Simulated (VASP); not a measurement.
Input:

```yaml
crystal:
  lattice:
    - [1.59846, -2.76862, 0.00000]
    - [1.59846, 2.76862, 0.00000]
    - [0.00000, 0.00000, 5.09713]
  atoms:
    - { symbol: Mg, position: [0.33333, 0.66667, 0.25000] }
    - { symbol: Mg, position: [0.66667, 0.33333, 0.75000] }
```

Computed with optB86b-vdW, VASP's PBE PAW potentials (set 64) (plane waves; VASP 6.6.1). Numerical set-up: 520 eV cut-off, Gaussian smearing of 0.050 eV, potentials Mg.

Question: Give the energies of bands 1 to 5 at the high-symmetry points, in eV from the Fermi level.

Answer: 
```tsv
band	Γ	M	K	A	L	H
1	-7.03	-2.25	-0.71	-5.59	-1.18	0.11
2	-1.64	-2.24	-0.71	-5.59	-1.18	0.11
3	-1.10	2.67	-0.71	5.33	-0.49	0.63
4	10.82	3.05	4.14	5.33	-0.49	0.63
5	10.83	3.43	4.14	11.58	7.96	1.51
```

It has no gap at this level: it comes out as a metal or semimetal.

The compound is Mg in the hcp structure. It was relaxed first.
